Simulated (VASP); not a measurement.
OSZICAR of a VASP run on Si₆₃:

### OSZICAR
```
       N       E                     dE             d eps       ncg     rms          rms(c)
DAV:   1    -0.381045674734E+03   -0.38105E+03   -0.12481E+01   636   0.805E+00    0.192E+01
DAV:   2    -0.381185272992E+03   -0.13960E+00   -0.36686E-01   706   0.126E+00    0.125E+01
DAV:   3    -0.381179837060E+03    0.54359E-02   -0.23271E-02   714   0.263E-01    0.746E+00
DAV:   4    -0.381174562171E+03    0.52749E-02   -0.40396E-03   722   0.118E-01    0.431E+00
DAV:   5    -0.381172532030E+03    0.20301E-02   -0.10753E-03   730   0.630E-02    0.247E+00
DAV:   6    -0.381171807791E+03    0.72424E-03   -0.32373E-04   690   0.355E-02    0.141E+00
DAV:   7    -0.381171581195E+03    0.22660E-03   -0.11418E-04   706   0.207E-02    0.808E-01
DAV:   8    -0.381171509493E+03    0.71702E-04   -0.41753E-05   586   0.128E-02    0.463E-01
DAV:   9    -0.381171491813E+03    0.17680E-04   -0.17225E-05   410   0.859E-03    0.264E-01
DAV:  10    -0.381171489964E+03    0.18487E-05   -0.78574E-06   402   0.589E-03
   1 F= -.38117149E+03 E0= -.38117149E+03  d E =-.746923E-12  mag=     3.0000
```

**Question.** Which electronic solver shows in the log?

**Answer.** It is blocked Davidson (ALGO = Normal, or the opening steps of other solvers). The INCAR had ALGO = Normal.

**Question.** How was spin treated?

**Answer.** Collinear spin (ISPIN = 2): the summary line carries one mag value, 3.00 μB in the cell.

**Question.** Can the final energy be trusted as converged?

**Answer.** The run converged. It stopped with EDIFF = 1E-5, NELM = 50 (HSE06 screened hybrid, plane waves, VASP's PBE PAW potentials (set 64)). The cell is charged, with a uniform compensating background. The supercell is sampled at Γ alone, which is coarse: total energies, pressure and levels can be off, energies of defects by several tenths of an eV.

The cell is a supercell with a defect, built from Si (diamond): vac_Si, charge -1. The cell's shape comes from a PBE relaxation. The total moment is imposed (NUPDOWN), so this need not be the lowest spin state.
